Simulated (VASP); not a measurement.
OSZICAR of a VASP run on CsPbBr₃:

File OSZICAR:
```
       N       E                     dE             d eps       ncg     rms          rms(c)
DAV:   1     0.674105306151E+03    0.67411E+03   -0.26030E+04   376   0.856E+02
DAV:   2     0.689028024559E+02   -0.60520E+03   -0.59780E+03   404   0.271E+02
DAV:   3    -0.292129083882E+02   -0.98116E+02   -0.97590E+02   352   0.126E+02
DAV:   4    -0.344054214396E+02   -0.51925E+01   -0.51743E+01   416   0.398E+01
DAV:   5    -0.345618348487E+02   -0.15641E+00   -0.15634E+00   384   0.548E+00    0.621E+00
DAV:   6    -0.332488751991E+02    0.13130E+01   -0.21373E+00   448   0.110E+01    0.362E+00
DAV:   7    -0.330613927531E+02    0.18748E+00   -0.15183E+00   464   0.494E+00    0.145E+00
DAV:   8    -0.330501724734E+02    0.11220E-01   -0.22278E-01   408   0.268E+00    0.484E-01
DAV:   9    -0.330370226792E+02    0.13150E-01   -0.32913E-02   416   0.882E-01    0.188E-01
DAV:  10    -0.330359457676E+02    0.10769E-02   -0.61707E-03   408   0.293E-01    0.127E-01
DAV:  11    -0.330340210173E+02    0.19248E-02   -0.90726E-03   368   0.441E-01    0.827E-02
DAV:  12    -0.330345721761E+02   -0.55116E-03   -0.49569E-03   424   0.245E-01    0.631E-02
DAV:  13    -0.330354796143E+02   -0.90744E-03   -0.71198E-04   400   0.130E-01    0.482E-02
DAV:  14    -0.330360619272E+02   -0.58231E-03   -0.28282E-04   384   0.736E-02    0.362E-02
DAV:  15    -0.330367402409E+02   -0.67831E-03   -0.25053E-04   344   0.529E-02    0.165E-02
DAV:  16    -0.330370191409E+02   -0.27890E-03   -0.70267E-05   336   0.338E-02    0.148E-02
DAV:  17    -0.330373473496E+02   -0.32821E-03   -0.64694E-05   352   0.230E-02    0.854E-03
DAV:  18    -0.330375955012E+02   -0.24815E-03   -0.29407E-05   304   0.282E-02    0.761E-03
DAV:  19    -0.330377521815E+02   -0.15668E-03   -0.18996E-05   328   0.132E-02    0.441E-03
DAV:  20    -0.330379067054E+02   -0.15452E-03   -0.94926E-06   312   0.889E-03    0.361E-03
DAV:  21    -0.330379485286E+02   -0.41823E-04   -0.18732E-06   312   0.561E-03    0.175E-03
DAV:  22    -0.330380306023E+02   -0.82074E-04   -0.60704E-06   288   0.567E-03    0.107E-03
DAV:  23    -0.330380509507E+02   -0.20348E-04   -0.15286E-06   288   0.324E-03    0.815E-04
DAV:  24    -0.330380542894E+02   -0.33387E-05   -0.17913E-07   240   0.182E-03    0.505E-04
DAV:  25    -0.330380583741E+02   -0.40848E-05   -0.20796E-07   240   0.154E-03    0.311E-04
DAV:  26    -0.330380591523E+02   -0.77813E-06   -0.52465E-08   232   0.125E-03
   1 F= -.33038059E+02 E0= -.33041795E+02  d E =0.112063E-01
```

Q: Which electronic solver shows in the log?

A: It is blocked Davidson (ALGO = Normal, or the opening steps of other solvers). The INCAR had ALGO = Normal.

Q: Can the final energy be trusted as converged?

A: Self-consistency was reached. It stopped with EDIFF = 1E-6, NELM = 100 (PBEsol GGA, plane waves, VASP's PBE PAW potentials (set 64)).  The cell holds a wide vacuum, so values per volume refer to the whole cell.

The cell is a sheet with vacuum, built from a database entry that may be metastable or hypothetical.
